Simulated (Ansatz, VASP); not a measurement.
# Ni (Ni strained to the junction's net): VASP beside Ansatz

Wanted: the spread between two codes on one cell, functional and k mesh. The structure shown is the end of the Ansatz relaxation below.

Calculated with Ansatz 0.2.0; plane waves, with VASP 6.6.1 beside it; single point at PBE with D3(BJ).

## (1) The starting structure

Symmetry: R-3m, No. 166, trigonal system. Conventional cell: a = 2.489 Å, b = 2.489 Å, c = 5.988 Å, α = 90.00°, β = 90.00°, γ = 120.00°. Nearest to Ni lie 12 Ni at 2.46 to 2.49 Å.

## (2) Ansatz: relaxation, PBE with D3(BJ)

Ansatz runs on its default PAW (the set named soft_2) files.

This run makes the geometry at which the two programs are then compared.

Contents of input.yaml:

```yaml
crystal:
  lattice:
    - [2.489, 0.0, 0.0]
    - [-1.2445, 2.15553723, 0.0]
    - [0.0, 0.0, 6.0968460536]
  atoms:
    - { symbol: Ni, position: [0.0, 0.0, 0.0], spin: 0.7 }
    - { symbol: Ni, position: [0.3333333333, 0.6666666667, 0.3333333333], spin: 0.7 }
    - { symbol: Ni, position: [0.6666666667, 0.3333333333, 0.6666666667], spin: 0.7 }
magnetization:
  spin_polarized: true
kpoints:
  mp_grid: { grid: [18, 18, 5] }
scf:
  occupations: { method: fermi_dirac, width: 0.1 }
  max_iter: 150
hamiltonian:
  xc: pbe
  dispersion: d3bj
relax:
  f_tol: 0.01
  max_steps: 40
  cell: { fix: [a, b, angles] }
```

The run is started by

```bash
ansatz run input.yaml --threads 4 --pin off --max-ram 12288MiB --backend cpu --events-out ev --progress --plain --runs-dir out
```

Numbers of over 12 decimals in the logs are rounded to 6 here.

The program printed:

```text
Engine: ansatz 0.2.0, aarch64-unknown-linux-gnu
Pseudopotentials: kind: paw
Pseudopotential: Ni, paw, valence charge 18, recommended cutoff 420 eV (normal), Ni.paw.azcp
Functional definition: PBE
  parameter kappa = 0.804
  parameter beta = 0.066725
  exchange = pbe_x(kappa = kappa, mu = beta*pi^2/3)
  correlation = pbe_c(beta = beta)
Crystal: 3 atoms, lattice volume = 32.710 Å³
Basis set: ecut = 420 eV, 591 PW (Γ), exchange–correlation on 36×36×90 points (8 copies of the dense FFT grid, shifted against one another)
Bands: 34, of which v1, the nominal top of the filled ones, is band 27 counted from 1 (26 counted from 0)
Symmetry: 36 space group operations
k-points: 165 of 1620
Non-local potential: Ni, projectors of the file, l = 0: 3, l = 1: 2, l = 2: 3, l = 3: 1
PAW form: soft (Blöchl's): semilocal exchange-correlation on the pseudo side does not see the compensation charge
PAW one-centre angular grid: Ni, 590 points (default); XC on 64 Gauss nodes
Initial density: superposition of atomic densities (chi_scale 0.1, normalization cell)
Starting moments: Σ|m| = 2.1 μB on 3 of 3 sites
Initial wavefunctions: pseudopotential atomic-orbital guess
Functional: x = pbe(κ = 0.804, μ = 0.219515), c = pbe(β = 0.066725)
iter 1 solved again at ethr=2.62e-3 eV; its pass at ethr=3.10e-3 eV (dr2=1.41e0 eV) is discarded
SCF iter   1: F=—  HF=-17518.201451 eV  |F-HF|=—  |Δ(HF+E_count)|=         —  Δρ=6.60e-2 (↑1.91e-2 ↓6.60e-2)  dr2=1.41e0  dr2_m=1.74e-1  M=2.180 μB ∫|m|=2.300 μB  β_m=0.30  ethr=2.62e-3  ⟨swp⟩=1.0  Hψ=49839  notcnv=0
Mixer restart at iter 1: flushing history
preconditioner: auto → Kerker (q_TF=auto, 2.966 Å⁻¹)  [metal: Δε(μ)=0.000 eV  Ē_g=8.896 eV  σ=0.100 eV  W_gap=0.00  n_scr=10 (ndim 8)  ℏωp=35.6 eV  f_vac=0.000  D(μ)=5.20/eV (n_scr^D=82)]
spin=Collinear: Kerker preconditioning applied to the charge; magnetization (m = ρ↑ − ρ↓) channel mixes plain (no charge-response kernel on spin).
SCF iter   2: F=—  HF=-17518.107611 eV  |F-HF|=—  |Δ(HF+E_count)|=   9.38e-2  Δρ=2.52e-2 (↑2.52e-2 ↓1.60e-2)  dr2=3.92e-2  dr2_m=9.02e-2  M=2.143 μB ∫|m|=2.298 μB  β_m=0.31  ethr=2.62e-3  ⟨swp⟩=2.0  Hψ=17303  notcnv=0
SCF iter   3: F=—  HF=-17519.052570 eV  |F-HF|=—  |Δ(HF+E_count)|=         —  Δρ=2.57e-2 (↑2.57e-2 ↓9.40e-3)  dr2=6.85e-2  dr2_m=6.42e-2  M=2.162 μB ∫|m|=2.351 μB  β_m=0.31  ethr=7.25e-5  ⟨swp⟩=2.0  Hψ=20652  notcnv=0  defer=161
Mixer restart at iter 3: flushing history
SCF iter   4: F=—  HF=-17519.684447 eV  |F-HF|=—  |Δ(HF+E_count)|=   6.32e-1  Δρ=1.81e-2 (↑1.81e-2 ↓7.18e-3)  dr2=7.65e-2  dr2_m=1.64e-2  M=2.090 μB ∫|m|=2.299 μB  β_m=0.66  ethr=7.25e-5  ⟨swp⟩=2.2  Hψ=18693  notcnv=0  defer=164
SCF iter   5: F=—  HF=-17520.550756 eV  |F-HF|=—  |Δ(HF+E_count)|=   8.66e-1  Δρ=1.11e-2 (↑4.20e-3 ↓1.11e-2)  dr2=5.00e-2  dr2_m=5.81e-3  M=1.929 μB ∫|m|=2.180 μB  β_m=0.83  ethr=7.25e-5  ⟨swp⟩=2.1  Hψ=22382  notcnv=0  defer=177
SCF iter   6: F=—  HF=-17520.623007 eV  |F-HF|=—  |Δ(HF+E_count)|=   7.23e-2  Δρ=5.87e-3 (↑2.04e-3 ↓5.87e-3)  dr2=1.33e-2  dr2_m=1.56e-3  M=1.887 μB ∫|m|=2.148 μB  β_m=0.85  ethr=7.25e-5  ⟨swp⟩=1.9  Hψ=15496  notcnv=0  defer=177
SCF iter   7: F=—  HF=-17520.633054 eV  |F-HF|=—  |Δ(HF+E_count)|=   1.00e-2  Δρ=3.09e-3 (↑2.70e-3 ↓3.09e-3)  dr2=4.94e-3  dr2_m=1.64e-5  M=1.879 μB ∫|m|=2.142 μB  β_m=0.64  ethr=2.47e-5  ⟨swp⟩=2.1  Hψ=18648  notcnv=0  defer=213
SCF iter   8: F=—  HF=-17520.631145 eV  |F-HF|=—  |Δ(HF+E_count)|=   1.91e-3  Δρ=7.46e-4 (↑7.46e-4 ↓5.25e-4)  dr2=1.74e-4  dr2_m=6.97e-6  M=1.875 μB ∫|m|=2.139 μB  β_m=0.82  ethr=9.15e-6  ⟨swp⟩=2.1  Hψ=15375  notcnv=0  defer=213
SCF iter   9: F=—  HF=-17520.631098 eV  |F-HF|=—  |Δ(HF+E_count)|=   4.73e-5  Δρ=3.34e-4 (↑2.81e-4 ↓3.34e-4)  dr2=5.65e-5  dr2_m=3.12e-7  M=1.873 μB ∫|m|=2.137 μB  β_m=0.83  ethr=3.23e-7  ⟨swp⟩=2.4  Hψ=18747  notcnv=0  defer=213
SCF iter  10: F=—  HF=-17520.631075 eV  |F-HF|=—  |Δ(HF+E_count)|=   2.28e-5  Δρ=7.29e-5 (↑4.80e-5 ↓7.29e-5)  dr2=2.46e-6  dr2_m=5.43e-8  M=1.872 μB ∫|m|=2.136 μB  β_m=0.92  ethr=1.05e-7  ⟨swp⟩=2.1  Hψ=15224  notcnv=0  defer=213
SCF iter  11: F=—  HF=-17520.631075 eV  |F-HF|=—  |Δ(HF+E_count)|=   7.58e-7  Δρ=6.52e-6 (↑4.51e-6 ↓6.52e-6)  dr2=2.24e-8  dr2_m=3.60e-10  M=1.872 μB ∫|m|=2.136 μB  β_m=0.96  ethr=4.56e-9  ⟨swp⟩=2.0  Hψ=15616  notcnv=0  defer=213
SCF iter  12: F=-17520.631075 eV  HF=-17520.631075 eV  |F-HF|=2.47e-9  |Δ(HF+E_count)|=   1.77e-9  Δρ=2.68e-6 (↑1.48e-6 ↓2.68e-6)  dr2=3.05e-9  dr2_m=1.30e-10  M=1.872 μB ∫|m|=2.136 μB  ethr=4.15e-11  ⟨swp⟩=2.1  Hψ=37795  notcnv=0
SCF 1 converged in 12 iterations: F = -17520.631075 eV  dr2 = 3.05e-9
  greatest PAW one-centre occupation: 1.001 electrons in one spin orbital (limit 2), on the Ni atom at site 2 (counted from 0), in its partial waves of l = 1
[...]
SCF iter   3: F=—  HF=-17520.643398 eV  |F-HF|=—  |Δ(HF+E_count)|=   1.72e-3  Δρ=5.22e-4 (↑2.23e-4 ↓5.22e-4)  dr2=3.34e-5  dr2_m=1.62e-5  M=1.861 μB ∫|m|=2.118 μB  β_m=0.55  ethr=4.54e-6  ⟨swp⟩=2.8  Hψ=21153  notcnv=0
SCF iter   4: F=—  HF=-17520.643708 eV  |F-HF|=—  |Δ(HF+E_count)|=   3.10e-4  Δρ=3.30e-4 (↑6.65e-5 ↓3.30e-4)  dr2=2.46e-5  dr2_m=7.89e-6  M=1.857 μB ∫|m|=2.114 μB  β_m=0.77  ethr=6.18e-8  ⟨swp⟩=2.0  Hψ=19632  notcnv=0
SCF iter   5: F=—  HF=-17520.643803 eV  |F-HF|=—  |Δ(HF+E_count)|=   9.56e-5  Δρ=3.41e-4 (↑9.05e-5 ↓3.41e-4)  dr2=3.12e-5  dr2_m=5.31e-6  M=1.855 μB ∫|m|=2.113 μB  β_m=0.77  ethr=4.55e-8  ⟨swp⟩=1.7  Hψ=12955  notcnv=0
SCF iter   6: F=—  HF=-17520.643855 eV  |F-HF|=—  |Δ(HF+E_count)|=   5.11e-5  Δρ=9.10e-5 (↑2.53e-5 ↓9.10e-5)  dr2=5.34e-7  dr2_m=6.04e-7  M=1.853 μB ∫|m|=2.110 μB  β_m=0.89  ethr=4.55e-8  ⟨swp⟩=2.0  Hψ=18637  notcnv=0
SCF iter   7: F=—  HF=-17520.643855 eV  |F-HF|=—  |Δ(HF+E_count)|=   1.42e-7  Δρ=2.83e-5 (↑1.64e-5 ↓2.83e-5)  dr2=2.83e-7  dr2_m=2.22e-8  M=1.852 μB ∫|m|=2.109 μB  β_m=0.94  ethr=9.89e-10  ⟨swp⟩=2.0  Hψ=20409  notcnv=0
SCF iter   8: F=-17520.643855 eV  HF=-17520.643855 eV  |F-HF|=4.17e-8  |Δ(HF+E_count)|=   2.98e-7  Δρ=1.22e-5 (↑5.59e-6 ↓1.22e-5)  dr2=5.66e-8  dr2_m=4.13e-9  M=1.853 μB ∫|m|=2.109 μB  ethr=5.24e-10  ⟨swp⟩=3.0  Hψ=40379  notcnv=0
SCF 3 converged in 8 iterations: F = -17520.643855 eV  dr2 = 5.66e-8
relax step   3: F+E_penalty+E_count = -17520.64385495 eV  Δ(F+E_penalty+E_count) = -3.944e-3 eV  max|allowed force component| = 1.471e-26 eV/Å  Δτ_max = 0.0000 Å  P = -3.204 GPa  Ω = 32.105 Å³  energy of the carried Pulay correction = +2.207e-4 eV  fix = [a, b, alpha, beta, gamma]  reactions: a -4.956, b -4.956 GPa  (8 SCF iters, dr2 threshold 3.00e-7 eV, accepted)
[...]
relax step   4: F+E_penalty+E_count = -17520.64386901 eV  Δ(F+E_penalty+E_count) = -1.406e-5 eV  max|allowed force component| = 9.472e-28 eV/Å  Δτ_max = 0.0000 Å  P = -3.355 GPa  Ω = 32.129 Å³  energy of the carried Pulay correction = +2.119e-4 eV  fix = [a, b, alpha, beta, gamma]  reactions: a -5.035, b -5.035 GPa  (6 SCF iters, dr2 threshold 2.27e-7 eV, accepted)
[...]
relax step   5: F+E_penalty+E_count = -17520.64360388 eV  Δ(F+E_penalty+E_count) = +2.651e-4 eV  max|allowed force component| = 8.184e-29 eV/Å  Δτ_max = 0.0000 Å  P = -3.339 GPa  Ω = 32.129 Å³  fix = [a, b, alpha, beta, gamma]  reactions: a -5.026, b -5.026 GPa  stress off target by 3.46e-2 GPa on what of the cell is left free  SCF on the basis re-selected at this cell (its energy is not comparable with the rows above)  (9 SCF iters)
basis re-selected at this cell: Δ(F+E_penalty+E_count) = +2.651e-4 eV, ΔP = +0.016 GPa vs the last step (what re-selecting the basis moved, of the pressure what is left beyond the Pulay correction that the steps carried, after the strain that the cell walked since its last selection, with what the two solves' SCF thresholds leave and, on support functions, any second-order correction that the steps lacked; it is no m [...]
SCF converged after 9 iterations
Magnetization: 1.8533 μB (27.9266 up, 26.0734 down)
Absolute magnetization: 2.1128 μB (∫|ρ↑−ρ↓|, with the PAW one-centre terms)
Spin contamination: 0.0196 ħ² per cell (⟨S²⟩ above its minimum at these occupations)
Per-site moments (μB) at R_I (Å): [(0.655160, 1.014581), (0.655160, 1.014581), (0.655160, 1.014581)]
Free energy (F): -17520.643604 eV
Harris-Foulkes:  -17520.643604 eV  (|F-HF|=3.64e-12)
Internal energy: -17520.486595 eV  (E = F + TS)
E sigma→0 (E₀):  -17520.565099 eV
Entropy (-TS):   -0.157009 eV (-52.336 meV/atom)
Fermi energy:    18.538708 eV
--- Per-component energies (eV) ---
  E_band       = -834.864228
  E_kinetic    = 847.316954
  E_local      = -10233.883163  (includes V_loc(G=0)·N_el)
  E_nonlocal   = 1906.300696
  E_hartree    = 4274.203498
  E_xc         = -254.889793
  E_vxc        = -328.715757  (∫ρ·V_xc dr)
  E_paw        = -4888.485973  (= ΣΔE_a)
  E_vpaw       = -1574.291870  (= ΣTr[D̂ρ^β])
  E_aug_tail   = 0.001685  (compensation charges beyond the density's cutoff)
  E_ewald      = -9169.639172
  E_disp       = -1.411328  (pairwise vdW)
  E_smearing   = -0.157009  (= −TS)
  E_closure    = 0.000000  (closes the sum)
  Σ components = -17520.643604   (vs F -17520.643604, Δ=0.00e0)
--- Forces (eV/Å), atoms counted from 1 ---
  atom   1  Ni    -0.00000000     0.00000000    -0.00000000
  atom   2  Ni     0.00000000    -0.00000000     0.00000000
  atom   3  Ni     0.00000000    -0.00000000    -0.00000000
  max |Σ_I F_I| component: 5.86e-29 eV/Å
--- Stress (GPa, compression-positive) ---
       -5.025570       0.000000      -0.000000
        0.000000      -5.025570       0.000000
       -0.000000       0.000000       0.034648
  P = ⅓ Tr σ = -3.3388 GPa (-33.388 kbar)
--- Relaxed structure (4 steps of the walk, 4 accepted, 1 SCFs on fresh bases) ---
  F+E_penalty+E_count = -17520.64360388 eV   max|allowed force component| = 8.184e-29 eV/Å   (the final SCF, on the basis selected at the relaxed cell)
  cell:  # Å, volume = 32.1285 Å³
    - [2.489000, 0, 0]
    - [-1.244500, 2.155537, 0]
    - [0, 0, 5.988398]
  atoms:
    - { symbol: Ni, position: [0, 0, 0] }
    - { symbol: Ni, position: [0.333333, 0.666667, 0.333333] }
    - { symbol: Ni, position: [0.666667, 0.333333, 0.666667] }
```

## (3) VASP: single point, PBE with D3(BJ)

The same cell, functional, mesh and smearing now go to VASP, with its own data sets.

Lines of VASP's logs that name or quote its potential files are left out, and so is its time.

Contents of INCAR:

```
SYSTEM = Ni
PREC = Accurate
ENCUT = 600
EDIFF = 1E-06
NELM = 200
ISMEAR = -1
SIGMA = 0.1
LREAL = .FALSE.
ALGO = Normal
GGA = PE
IVDW = 12
NBANDS = 24
ISPIN = 2
MAGMOM = 0.66 0.66 0.66
LASPH = .TRUE.
LMAXMIX = 4
LORBIT = 11
LWAVE = .FALSE.
LCHARG = .FALSE.
ISIF = 2
GGA_COMPAT = .FALSE.
KPAR = 2
```

Contents of POSCAR:

```
Ni
1.0
    2.4890000000      0.0000000000      0.0000000000
   -1.2445000000      2.1555372300      0.0000000000
    0.0000000000      0.0000000000      5.9883977656
Ni
3
Direct
    0.0000000000      0.0000000000      0.0000000000
    0.3333333333      0.6666666667      0.3333333333
    0.6666666667      0.3333333333      0.6666666667
```

Contents of KPOINTS:

```
Automatic mesh
0
Gamma
18 18 5
0 0 0
```

The projector-augmented-wave data sets are Ni (PBE family, release 64).

The run is started by

```bash
mpirun -np 2 vasp_std
```

The program printed:

```text
[banner, memory and clock lines left out]
running    2 mpi-ranks, on    1 nodes
 distrk:  each k-point on    1 cores,    2 groups
 distr:  one band on    1 cores,    1 groups

 POSCAR found type information on POSCAR Ni
 POSCAR found :  1 types and       3 ions
 LDA part: xc-table for (Slater+PW92), standard interpolation
 POSCAR, INCAR and KPOINTS ok, starting setup
 FFT: planning ... GRIDC
 FFT: planning ... GRID_SOFT
 FFT: planning ... GRID
 WAVECAR not read
 entering main loop
       N       E                     dE             d eps       ncg     rms          rms(c)
DAV:   1     0.174511540787E+03    0.17451E+03   -0.14507E+04 16704   0.196E+03
DAV:   2    -0.106665292926E+02   -0.18518E+03   -0.17261E+03 15928   0.314E+02
DAV:   3    -0.194395855272E+02   -0.87731E+01   -0.84491E+01 18416   0.918E+01
DAV:   4    -0.195601914400E+02   -0.12061E+00   -0.12055E+00 19864   0.969E+00
DAV:   5    -0.195637575385E+02   -0.35661E-02   -0.35660E-02 18848   0.148E+00    0.174E+01
DAV:   6    -0.174350139793E+02    0.21287E+01   -0.17888E+01 17512   0.751E+01    0.101E+01
DAV:   7    -0.165351090430E+02    0.89990E+00   -0.35895E+00 18336   0.310E+01    0.338E+00
DAV:   8    -0.164900719141E+02    0.45037E-01   -0.41478E-02 22112   0.233E+00    0.156E+00
DAV:   9    -0.164834293699E+02    0.66425E-02   -0.20195E-03 23728   0.468E-01    0.476E-01
DAV:  10    -0.164820955198E+02    0.13339E-02   -0.38032E-04 20616   0.213E-01    0.145E-01
DAV:  11    -0.164819711058E+02    0.12441E-03   -0.19892E-04 21840   0.181E-01    0.376E-02
DAV:  12    -0.164819596120E+02    0.11494E-04   -0.17035E-05 19864   0.432E-02    0.193E-02
DAV:  13    -0.164819601354E+02   -0.52338E-06   -0.24040E-06 16088   0.145E-02
   1 F= -.17892944E+02 E0= -.17813502E+02  d E =-.158883E+00  mag=     1.8169
```

From OUTCAR (step 3):

```text
ion  position               nearest neighbor table
   1  0.000  0.000  0.000-   2 2.46   3 2.46   2 2.46   3 2.46   3 2.46   2 2.46
   2  0.333  0.667  0.333-   1 2.46   1 2.46   1 2.46   3 2.46   3 2.46   3 2.46
   3  0.667  0.333  0.667-   1 2.46   1 2.46   1 2.46   2 2.46   2 2.46   2 2.46

  LATTYP: Found a hexagonal cell.
 ALAT       =     2.4890000000
 C/A-ratio  =     2.4059452654

 Subroutine GETGRP returns: Found 12 space group operations
 (whereof 12 operations were pure point group operations)

The static configuration has the point symmetry D_3d.

 Found    165 irreducible k-points:

   k-points           NKPTS =    165   k-points in BZ     NKDIM =    165   number of bands    NBANDS=     24

   dimension x,y,z NGX =    20 NGY =   20 NGZ =   48
   dimension x,y,z NGXF=    40 NGYF=   40 NGZF=   96

   ENCUT  =  600.0 eV  44.10 Ry    6.64 a.u.   4.97  4.97 11.96*2*pi/ulx,y,z

   NELECT =      30.0000    total number of electrons

 k-points in reciprocal lattice and weights: Automatic mesh
   0.00000000  0.00000000  0.00000000       0.001
   0.05555556  0.00000000  0.00000000       0.004
   0.11111111  0.00000000  0.00000000       0.004
   0.16666667 -0.00000000  0.00000000       0.004
   0.22222222 -0.00000000  0.00000000       0.004
   0.27777778  0.00000000  0.00000000       0.004
   0.33333333  0.00000000  0.00000000       0.004
   0.38888889 -0.00000000  0.00000000       0.004
   0.44444444 -0.00000000  0.00000000       0.004
[...]
-0.27777778 -0.38888889  0.40000000       0.007
   0.33333333  0.33333333  0.40000000       0.002

 average (electrostatic) potential at core
       1 -81.8014       2 -81.8014       3 -81.8014

 E-fermi :   9.5886

 spin component 1
 k-point     1 :       0.0000    0.0000    0.0000
  band No.  band energies     occupation
    ...
     14       8.3402      1.00000
     15       8.6555      0.99991
     16       8.6555      0.99991
     17       8.6555      0.99991
     18       8.6555      0.99991
     19      20.6390      0.00000
     20      20.6390      0.00000
     21      32.5354      0.00000
     22      32.5355      0.00000
     23      33.4245      0.00000
    ...

 k-point     2 :       0.0556    0.0000    0.0000
  band No.  band energies     occupation
    ...
     14       8.3436      1.00000
     15       8.5250      0.99998
     16       8.6940      0.99987
     17       8.7720      0.99972
     18       8.9173      0.99879
     19      20.7103      0.00000
     20      20.7124      0.00000
     21      31.0387      0.00000
     22      31.9940      0.00000
     23      32.6644      0.00000
    ...

 k-point     3 :       0.1111    0.0000    0.0000
  band No.  band energies     occupation
    ...
     14       8.3590      1.00000
     15       8.3872      0.99999
     16       8.8711      0.99923
     17       8.9717      0.99791
     18       9.3452      0.91941
     19      20.9212      0.00000
     20      20.9367      0.00000
     21      28.3690      0.00000
     22      30.9404      0.00000
     23      30.9613      0.00000
    ...

 k-point     4 :       0.1667   -0.0000    0.0000
  band No.  band energies     occupation
    ...
     13       8.1925      1.00000
     14       8.2554      1.00000
     15       8.4007      0.99999
     16       8.9516      0.99829
     17       9.3509      0.91508
     18       9.8404      0.07459
     19      21.2694      0.00000
     20      21.3065      0.00000
     21      25.6916      0.00000
     22      29.2020      0.00000
    ...

 k-point     5 :       0.2222   -0.0000    0.0000
  band No.  band energies     occupation
    ...
     12       7.9780      1.00000
     13       8.1772      1.00000
     14       8.1857      1.00000
     15       8.4858      0.99998
     16       9.0140      0.99682
     17       9.7687      0.14168
     18      10.3792      0.00037
     19      21.6606      0.00000
     20      21.7518      0.00000
     21      23.3065      0.00000
    ...

 k-point     6 :       0.2778    0.0000    0.0000
  band No.  band energies     occupation
    ...
     12       8.2848      1.00000
     13       8.2937      1.00000
     14       8.3328      1.00000
     15       8.6182      0.99994
     16       9.0604      0.99494
     17      10.2113      0.00197
     18      10.9782      0.00000
     19      20.2909      0.00000
     20      22.3495      0.00000
     21      22.9836      0.00000
    ...

 Edisp (eV)   -1.41098

  Total      -1.05895    -1.05895    -0.06564     0.00000     0.00000     0.00000
  in kB     -52.80744   -52.80744    -3.27331     0.00000     0.00000     0.00000
  external pressure =      -36.30 kB  Pullay stress =        0.00 kB

  energy-cutoff  :      600.00
  volume of cell :       32.13
      direct lattice vectors                 reciprocal lattice vectors
     2.489000000  0.000000000  0.000000000     0.401767778  0.231960735  0.000000000
    -1.244500000  2.155537230  0.000000000     0.000000000  0.463921470  0.000000000
     0.000000000  0.000000000  5.988397766     0.000000000  0.000000000  0.166989575

 POSITION                                       TOTAL-FORCE (eV/Angst)
 -----------------------------------------------------------------------------------
      0.00000      0.00000      0.00000        -0.000000     -0.000000      0.000000
     -0.00000      1.43702      1.99613         0.000000      0.000000     -0.000000
      1.24450      0.71851      3.99227        -0.000000     -0.000000      0.000000
 -----------------------------------------------------------------------------------
    total drift:                               -0.000000      0.000000      0.000000

  FREE ENERGIE OF THE ION-ELECTRON SYSTEM (eV)
  ---------------------------------------------------
  free  energy   TOTEN  =       -17.8929435435 eV

  energy  without entropy=      -17.7340604803  energy(sigma->0) =      -17.81350201

 total charge
# of ion       s       p       d       tot
------------------------------------------
    1        0.504   0.512   8.323   9.339
    2        0.504   0.512   8.323   9.339
    3        0.504   0.512   8.323   9.339
--------------------------------------------------
tot          1.513   1.535  24.969  28.017

 magnetization (x)
# of ion       s       p       d       tot
------------------------------------------
    1       -0.006  -0.024   0.646   0.616
    2       -0.006  -0.024   0.646   0.616
    3       -0.006  -0.024   0.646   0.616
--------------------------------------------------
tot         -0.019  -0.072   1.938   1.847

[... 6 further parts left out ...]
```

The magnetic state follows from one typed start and may not be the lowest. Dispersion corrections of this kind ignore metallic screening and tend to overbind metals.

## (4) Differences

Known differences besides the potentials themselves: VASP starts from the moments at which Ansatz ended; the data sets hold 54 valence electrons in Ansatz (on its default PAW (the set named soft_2) files) and 30 in VASP; the cutoff is 420 eV in Ansatz and 600 eV in VASP; Ansatz's pressure holds a Pulay correction, VASP's none; site moments are counted in spheres of each program's own size. Total energies have different zeros and are not compared.

The two programs side by side:

| quantity | Ansatz | VASP | difference |
| --- | --- | --- | --- |
| pressure (GPa) | -3.34 | -3.63 | +0.29 |
| total moment (μB) | 1.85 | 1.82 | +0.04 |
| moment on Ni1 (μB) | 0.66 | 0.62 | +0.04 |
| moment on Ni2 (μB) | 0.66 | 0.62 | +0.04 |
| moment on Ni3 (μB) | 0.66 | 0.62 | +0.04 |

## (5) What came out

| Property | Result |
| --- | --- |
| difference in total moment (single point, PBE with D3(BJ)) | 0.036 μB |

**Reading.** The difference in total moment is 0.036 μB (single point, PBE with D3(BJ)). The data sets hold unlike numbers of valence electrons (54 in Ansatz and 30 in VASP), so part of the differences comes from the potentials. Such differences can come from data sets, numerical settings and the points named under the comparisons, not from the functional's error against experiment.

[Lines on the potential files, build, host, timing and source positions are cut from VASP's logs without a mark.]

[Logs are printed without paths, hosts, clocks, repeated set-up lines and the standing remarks that a program may print on its own settings, such as how far it seeks lower states.]

[Hosts, paths, dates, database ids (printed as entryN), source tags and the programs' standing remarks are cut or masked in the printed files.]
